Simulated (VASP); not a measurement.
VASP input:

KPOINTS:
```
Automatic mesh
0
Gamma
13 13 13
0 0 0
```

**POSCAR**
```
Sn
1.0
 -2.9135247591   2.9135247591   1.5800952641
  2.9135247591  -2.9135247591   1.5800952641
  2.9135247591   2.9135247591  -1.5800952641
Sn
2
direct
  0.2500000000   0.7500000000   0.5000000000
  0.0000000000   0.0000000000   0.0000000000
```

**INCAR**
```
# general
SYSTEM  = Sn
PREC    = Accurate
ENCUT   = 500
LREAL   = F
LASPH   = T

# electronic loop
EDIFF   = 1E-6
NELM    = 100
ALGO    = Normal
LMAXMIX = 4

# smearing
ISMEAR  = 1
SIGMA   = 0.1

# functional
GGA     = PS

# ions
IBRION  = 2
NSW     = 40
ISIF    = 3
EDIFFG  = -0.02
PSTRESS = 50

# output
LWAVE   = F
LCHARG  = F
```

POTCAR, in this order: Sn_d (PBE.64 set). Program: vasp_std.

Task: Translate this PBEsol calculation to Ansatz.

Result: One equivalent input (not run):
Ansatz 0.2 input:
```yaml
crystal:
  lattice:
    - [-2.9135248, 2.9135248, 1.5800953]
    - [2.9135248, -2.9135248, 1.5800953]
    - [2.9135248, 2.9135248, -1.5800953]
  atoms:
    - { symbol: Sn, position: [0.2500000, 0.7500000, 0.5000000] }
    - { symbol: Sn, position: [0.0000000, 0.0000000, 0.0000000] }
kpoints:
  mp_grid: { grid: [13, 13, 13] }
hamiltonian:
  xc: pbesol
  pseudopotentials: { kind: paw }
scf:
  occupations: { method: methfessel_paxton, width: 0.1 }
  max_iter: 100
relax:
  max_steps: 40
  f_tol: 0.02
  cell: { p_target: 5 }
output: { forces: true, stress: true, eigenvalues: true }
```
Limits of the translation: each code has its own PAW files, so the cut-off isn't converted (ENCUT is set for VASP's; basis.ecutwfc is left out, and Ansatz then takes the one that its files recommend); Ansatz stops its SCF on the density residual and VASP on the energy change (EDIFF).

The compound is Sn in the beta structure. This run relaxes it under an external pressure of 5 GPa. Symmetry was kept, so distortions that lower it aren't found.
